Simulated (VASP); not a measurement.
# PdBrCl in VASP: reference runs

Aim: a first look at PdBrCl with PBE, on the cell as given.

Program: VASP 6.6.1. These are calculated values, not measurements. Logs are shortened: lines on timing, memory, paths and dates and some standing lists are left out, and cuts for length are marked.

### Step 1. Starting point

The cell holds a sheet with vacuum, 3 atoms: a = 3.633 Å, b = 3.633 Å, c = 29.507 Å, α = 90.00°, β = 90.00°, γ = 120.00°.

The cell was built by a generator and needn't be a form met in nature.

### Step 2. Single point, PBE

INCAR reads:

```
SYSTEM = PdBrCl
  PREC = Accurate
  ENCUT = 520
  EDIFF = 1E-7
  ISMEAR = -1
  SIGMA = 0.05
  LREAL = .FALSE.
  LASPH = .TRUE.
  NELM = 100
  ALGO = Normal
  ISIF = 2
  LWAVE = .FALSE.
  LCHARG = .TRUE.
  LDIPOL = .TRUE.
  IDIPOL = 3
  DIPOL = 0.5 0.5 0.287
  GGA = PE
  LELF = .TRUE.
  LVHAR = .TRUE.
  LVACPOTAV = .TRUE.
  NBANDS = 19
```

KPOINTS reads:

```
Automatic mesh
0
G
  8 8 1
  0 0 0
```

POSCAR reads:

```
PdBrCl
1.0
    3.6331900000      0.0000000000      0.0000000000
   -1.8165900000      3.1464300000      0.0000000000
    0.0000000000      0.0000000000     29.5066000000
Pd Br Cl
1 1 1
Direct
    0.3333300000      0.6666700000      0.2840900000
    0.0000000000      0.0000000000      0.3436200000
    0.0000000000      0.0000000000      0.2328400000
```

Potentials or basis: VASP PAW PBE potentials, release 64 (Pd, Br, Cl).

The run is started by

```console
cat potpaw_PBE.64/Pd/POTCAR potpaw_PBE.64/Br/POTCAR potpaw_PBE.64/Cl/POTCAR > POTCAR
mpirun -np 1 vasp_std > vasp.out
```

OUTCAR:

```text
SYSTEM = PdBrCl
   PREC = Accurate
   ENCUT = 520
   EDIFF = 1E-7
   ISMEAR = -1
   LREAL = .FALSE.
   LASPH = .TRUE.
   NELM = 100
   ISIF = 2
   GGA = PE

 ion  position               nearest neighbor table
   1  0.333  0.667  0.284-   3 2.59   3 2.59   3 2.59   2 2.74   2 2.74   2 2.74
   2  0.000  0.000  0.344-   1 2.74   1 2.74   1 2.74
   3  0.000  0.000  0.233-   1 2.59   1 2.59   1 2.59

  LATTYP: Found a hexagonal cell.
 ALAT       =     3.6331900000
 C/A-ratio  =     8.1214029544

  Lattice vectors:

 A1 = (   3.6331900000,   0.0000000000,   0.0000000000)
 A2 = (  -1.8165900000,   3.1464300000,   0.0000000000)
 A3 = (   0.0000000000,   0.0000000000,  29.5066000000)

Analysis of symmetry for initial positions (statically):
=====================================================================
 Subroutine PRICEL returns:
 Original cell was already a primitive cell.

 Routine SETGRP: Setting up the symmetry group for a
 hexagonal supercell.

 Subroutine GETGRP returns: Found  2 space group operations
 (whereof  2 operations were pure point group operations)
 out of a pool of 24 trial point group operations.

The static configuration has the point symmetry C_1h.

Analysis of symmetry for dynamics (positions and initial velocities):
=====================================================================
 Subroutine PRICEL returns:
 Original cell was already a primitive cell.

 Routine SETGRP: Setting up the symmetry group for a
 hexagonal supercell.

 Subroutine GETGRP returns: Found  2 space group operations
 (whereof  2 operations were pure point group operations)
 out of a pool of 24 trial point group operations.

The dynamic configuration has the point symmetry C_1h.

 Subroutine INISYM returns: Found  2 space group operations
 (whereof  2 operations are pure point group operations),
 and found     1 'primitive' translations

----------------------------------------------------------------------------------------

                                     Primitive cell

  volume of cell :     337.3070

  direct lattice vectors                    reciprocal lattice vectors
     3.633190000  0.000000000  0.000000000     0.275240216  0.158909820  0.000000000
    -1.816590000  3.146430000  0.000000000     0.000000000  0.317820514  0.000000000
     0.000000000  0.000000000 29.506600000     0.000000000  0.000000000  0.033890723

  length of vectors
     3.633190000  3.633183311 29.506600000     0.317819929  0.317820514  0.033890723

  position of ions in fractional coordinates (direct lattice)
     0.333330000  0.666670000  0.284090000
     0.000000000  0.000000000  0.343620000
     0.000000000  0.000000000  0.232840000

  ion indices of the primitive-cell ions
   primitive index   ion index
                 1           1
                 2           2
                 3           3

----------------------------------------------------------------------------------------

 KPOINTS: Automatic mesh

Automatic generation of k-mesh.
 Grid dimensions read from file:
 generate k-points for:    8    8    1

 Generating k-lattice:

  Cartesian coordinates                     Fractional coordinates (reciprocal lattice)
     0.034405027  0.019863727  0.000000000     0.125000000  0.000000000  0.000000000
     0.000000000  0.039727564  0.000000000     0.000000000  0.125000000  0.000000000
     0.000000000  0.000000000  0.033890723     0.000000000  0.000000000  1.000000000

  Length of vectors
     0.039727491  0.039727564  0.033890723

  Shift w.r.t. Gamma in fractional coordinates (k-lattice)
     0.000000000  0.000000000  0.000000000

 Subroutine IBZKPT returns following result:
 ===========================================

 Found     21 irreducible k-points:

 Following reciprocal coordinates:
            Coordinates               Weight
  0.000000  0.000000  0.000000      1.000000
  0.125000  0.000000  0.000000      4.000000
 -0.125000  0.125000  0.000000      2.000000
  0.250000  0.000000  0.000000      4.000000
 -0.250000  0.250000  0.000000      2.000000
  0.375000  0.000000  0.000000      4.000000
[... 13 lines left out ...]
  0.375000  0.250000  0.000000      4.000000
  0.375000  0.375000  0.000000      2.000000
   k-points           NKPTS =     21   k-points in BZ     NKDIM =     21   number of bands    NBANDS=     19
   number of dos      NEDOS =    301   number of ions     NIONS =      3
   total plane-waves  NPLWV = 175616
   dimension x,y,z NGX =    28 NGY =   28 NGZ =  224
   dimension x,y,z NGXF=    56 NGYF=   56 NGZF=  448
   ions per type =               1   1   1
   NGX,Y,Z   is equivalent  to a cutoff of  12.81, 12.81, 12.62 a.u.
   NGXF,Y,Z  is equivalent  to a cutoff of  25.62, 25.62, 25.24 a.u.
 SYSTEM =  PdBrCl
   PREC   = accura    normal or accurate (medium, high low for compatibility)
   ISTART =      0    job   : 0-new  1-cont  2-samecut
   ICHARG =      2    charge: 1-file 2-atom 10-const
   ISPIN  =      1    spin polarized calculation?
   LNONCOLLINEAR =      F non collinear calculations
   LSORBIT =      F    spin-orbit coupling
   LASPH  =      T    aspherical Exc in radial PAW
   ENCUT  =  520.0 eV  38.22 Ry    6.18 a.u.   6.76  6.76 54.86*2*pi/ulx,y,z
   NELM   =    100;   NELMIN=  2; NELMDL= -5     # of ELM steps
   EDIFF  = 0.1E-06   stopping-criterion for ELM
   LREAL  =      F    real-space projection
   EDIFFG = 0.1E-05   stopping-criterion for IOM
   NSW    =      0    number of steps for IOM
   IBRION =     -1    ionic relax: 0-MD 1-quasi-New 2-CG
   NFREE  =      0    steps in history (QN), initial steepest desc. (CG)
   ISIF   =      2    stress and relaxation
   ISYM   =      2    0-nonsym 1-usesym 2-fastsym
   POTIM  = 0.5000    time-step for ionic-motion
   TEBEG  =    0.0;   TEEND  =   0.0 temperature during run
   PSTRESS=    0.0 pullay stress
   NELECT =      24.0000    total number of electrons
   NUPDOWN=      -1.0000    fix difference up-down
   EMIN   =  10.00;   EMAX   =-10.00  energy-range for DOS
   EFERMI =   0.00;   METHOD = LEGACY
   ISMEAR =    -1;   SIGMA  =   0.05  broadening in eV -4-tet -1-fermi 0-gaus
   EFERMI_NEDOS =   21; number of points for ismear=-14 and -15
   IALGO  =     38    algorithm
   IMIX   =      4    mixing-type and parameters
     AMIX     =   0.40;   BMIX     =  1.00
     AMIX_MAG =   1.60;   BMIX_MAG =  1.00
  volume/ion in A,a.u.               =     112.44       758.75
  Fermi-wavevector in a.u.,A,eV,Ry     =   0.678375  1.281944  6.261309  0.460193
  Thomas-Fermi vector in A             =   1.756261
   LORBIT       =      0    0 simple, 1 ext, 2 COOP (PROOUT), +10 PAW based schemes
   GGA     = PE    functional components
   LHFCALC =     F    Hartree Fock is set to
   AEXX    =    0.0000 exact exchange contribution
   IVDW    =     0    specifies the selected vdW correction
   LEPSILON=     F    determine dielectric tensor
   LRPA    =     F    only Hartree local field effects (RPA)
 non-spin polarized calculation
  energy-cutoff  :      520.00
  volume of cell :      337.31
 maximum number of plane-waves:      9121
   NGX = 13   NGY = 13   NGZ =109

 number of electron      24.0000001 magnetization

 dipolmoment           0.000000      0.000000     -0.039127 electrons x Angstroem

 Free energy of the ion-electron system (eV)
  ---------------------------------------------------
  ext. energy  EPLUGINS =         0.00000000
  ---------------------------------------------------
  free energy    TOTEN  =        -8.60800061 eV

  energy without entropy =       -8.55605146  energy(sigma->0) =       -8.58202604

 E-fermi :  -4.2689     XC(G=0):  -2.3410

 val. band max:       -4.2867301299   @ k =   0.0000   0.0000   0.0000
 cond. band min:      -4.2436091509   @ k =  -0.1250   0.2500   0.0000
 fundamental gap:      0.0431209791
 Fermi energy:        -4.2688910296

 k-point     1 :       0.0000    0.0000    0.0000
  band No.  band energies     occupation
      1     -19.5199      2.00000
      2     -19.0660      2.00000
      3      -9.0913      2.00000
      4      -7.5241      2.00000
      5      -7.5240      2.00000
      6      -6.8773      2.00000
[... 11 lines left out ...]
     18       2.2434      0.00000
     19       2.6806      0.00000

 k-point     2 :       0.1250    0.0000    0.0000
  band No.  band energies     occupation
      1     -19.4475      2.00000
      2     -19.0168      2.00000
      3      -8.9689      2.00000
      4      -7.7595      2.00000
      5      -7.5222      2.00000
      6      -7.1797      2.00000
[... 11 lines left out ...]
     18       2.5571      0.00000
     19       3.0617      0.00000

 k-point     3 :      -0.1250    0.1250    0.0000
  band No.  band energies     occupation
      1     -19.4475      2.00000
      2     -19.0168      2.00000
      3      -8.9689      2.00000
      4      -7.7596      2.00000
      5      -7.5222      2.00000
      6      -7.1797      2.00000
[... 11 lines left out ...]
     18       2.5572      0.00000
     19       3.0617      0.00000

 k-point     4 :       0.2500    0.0000    0.0000
  band No.  band energies     occupation
      1     -19.2671      2.00000
      2     -18.8912      2.00000
      3      -8.6972      2.00000
      4      -8.2650      2.00000
      5      -7.7641      2.00000
      6      -7.6227      2.00000
[... 11 lines left out ...]
     18       3.2703      0.00000
     19       3.3777      0.00000

 k-point     5 :      -0.2500    0.2500    0.0000
  band No.  band energies     occupation
      1     -19.2671      2.00000
      2     -18.8912      2.00000
      3      -8.6971      2.00000
      4      -8.2651      2.00000
      5      -7.7641      2.00000
      6      -7.6227      2.00000
[... 11 lines left out ...]
     18       3.2703      0.00000
     19       3.3777      0.00000

 k-point     6 :       0.3750    0.0000    0.0000
  band No.  band energies     occupation
      1     -19.0797      2.00000
      2     -18.7524      2.00000
      3      -8.8999      2.00000
      4      -8.3746      2.00000
      5      -8.2840      2.00000
      6      -7.7974      2.00000
[... 11 lines left out ...]
     18       3.9009      0.00000
     19       4.0284      0.00000

 k-point     7 :      -0.3750    0.3750    0.0000
  band No.  band energies     occupation
      1     -19.0797      2.00000
      2     -18.7524      2.00000
      3      -8.9000      2.00000
      4      -8.3746      2.00000
      5      -8.2841      2.00000
      6      -7.7974      2.00000
[... 11 lines left out ...]
     18       3.9009      0.00000
     19       4.0284      0.00000

 k-point     8 :       0.5000    0.0000    0.0000
  band No.  band energies     occupation
      1     -19.0008      2.00000
      2     -18.6894      2.00000
      3      -9.1308      2.00000
      4      -8.5234      2.00000
      5      -8.2725      2.00000
      6      -7.8738      2.00000
[... 190 lines left out ...]
 k-point    17 :       0.5000    0.3750    0.0000
  band No.  band energies     occupation
      1     -19.0022      2.00000
      2     -18.6899      2.00000
      3      -8.9546      2.00000
      4      -8.5342      2.00000
      5      -8.2814      2.00000
      6      -7.8024      2.00000
[... 11 lines left out ...]
     18       4.3317      0.00000
     19       4.8356      0.00000

 k-point    18 :       0.2500    0.2500    0.0000
  band No.  band energies     occupation
      1     -19.0037      2.00000
      2     -18.6903      2.00000
      3      -8.7041      2.00000
      4      -8.5432      2.00000
      5      -8.3042      2.00000
      6      -7.7164      2.00000
[... 11 lines left out ...]
     18       4.6103      0.00000
     19       4.9640      0.00000

 k-point    19 :      -0.2500    0.5000    0.0000
  band No.  band energies     occupation
      1     -19.0037      2.00000
      2     -18.6903      2.00000
      3      -8.7041      2.00000
      4      -8.5432      2.00000
      5      -8.3042      2.00000
      6      -7.7165      2.00000
[... 11 lines left out ...]
     18       4.6104      0.00000
     19       4.9640      0.00000

 k-point    20 :       0.3750    0.2500    0.0000
  band No.  band energies     occupation
      1     -18.9492      2.00000
      2     -18.6439      2.00000
      3      -8.7039      2.00000
      4      -8.6781      2.00000
      5      -8.2380      2.00000
      6      -7.7371      2.00000
[... 11 lines left out ...]
     18       4.9994      0.00000
     19       5.3242      0.00000

 k-point    21 :       0.3750    0.3750    0.0000
  band No.  band energies     occupation
      1     -18.9492      2.00000
      2     -18.6439      2.00000
      3      -8.7040      2.00000
      4      -8.6781      2.00000
      5      -8.2380      2.00000
      6      -7.7371      2.00000
[... 11 lines left out ...]
     18       4.9994      0.00000
     19       5.3242      0.00000

------------------------ aborting loop because EDIFF is reached ----------------------------------------

  FORCE on cell =-STRESS in cart. coord.  units (eV):
  Direction    XX          YY          ZZ          XY          YZ          ZX
  --------------------------------------------------------------------------------------
  -------------------------------------------------------------------------------------
  Total       -0.6456752     -0.6456079     -0.8634598      0.0000556     -0.0000077      0.0000133
  in kB       -3.0668981     -3.0665782     -4.1013548      0.0002640     -0.0000365      0.0000630
  external PRESSURE =      -3.4116103 kB  Pullay stress =       0.0000000 kB

 VOLUME and BASIS-vectors are now :
 -----------------------------------------------------------------------------
  energy-cutoff  :      520.00
  volume of cell :      337.31
      direct lattice vectors                 reciprocal lattice vectors
     3.633190000  0.000000000  0.000000000     0.275240216  0.158909820  0.000000000
    -1.816590000  3.146430000  0.000000000     0.000000000  0.317820514  0.000000000
     0.000000000  0.000000000 29.506600000     0.000000000  0.000000000  0.033890723

 POSITION                                       TOTAL-FORCE (eV/Angst)
 -----------------------------------------------------------------------------------
     -0.00001      2.09763      8.38253        -0.000113      0.000065      0.300077
      0.00000      0.00000     10.13906         0.000056     -0.000033     -0.397283
      0.00000      0.00000      6.87032         0.000057     -0.000033      0.097206
 -----------------------------------------------------------------------------------
    total drift:                                0.000022      0.000038      0.000559

  FREE ENERGIE OF THE ION-ELECTRON SYSTEM (eV)
  ---------------------------------------------------
  free  energy   TOTEN  =        -8.6080006122 eV

  energy  without entropy=       -8.5560514607  energy(sigma->0) =       -8.58202604

 vacuum level on the upper side and lower side of the slab         1.603         2.222
```

Wall time 2.5 min (1 thread of Intel Xeon 6975P-C (Granite Rapids), shared host); peak memory 0.52 GiB.

What came out:

```yaml
Free_energy: -8.6080 eV
Largest_force: 0.397 eV/Å
Band_gap_on_the_k_mesh: none (metal or under the smearing width)
Work_function_of_the_upper_face: 5.87 eV
Work_function_of_the_lower_face: 6.49 eV
```

Forces on the atoms (eV/Å):
```
Pd   0.000  0.000  0.300
Br   0.000  0.000 -0.397
Cl   0.000  0.000  0.097
```
